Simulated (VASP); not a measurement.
Consider the following.

```
Bi
1.0
    4.24872    -2.32027     0.00000
    4.24872     2.32027     0.00000
    2.98159     0.00000     3.81384
Bi
2
Cartesian
  2.68609   0.00000   0.89244
  8.79294   0.00000   2.92140
```

Calculation: PBE GGA, VASP's PBE PAW potentials (set 64) (plane waves; VASP). Numerical set-up: 300 eV cut-off, 11×11×11 Γ-centred mesh, Gaussian smearing of 0.10 eV, potentials Bi_d.

At this cut-off the stress carries a Pulay error, which pulls relaxed volumes low.

Task: Give the force on each atom (eV/Å).

Result: 
```csv
atom,Fx,Fy,Fz
Bi1,-0.072,0.000,-0.024
Bi2,0.072,0.000,0.024
```

Task: Give the stress tensor in GPa (positive for a compressed cell).

Result: 
```
-1.09   0.00   0.17
 0.00  -1.60   0.00
 0.17   0.00  -1.54
```
The pressure is its mean diagonal, -1.41 GPa.

The structure is a typed Bi crystal. The cell was not relaxed at this level.
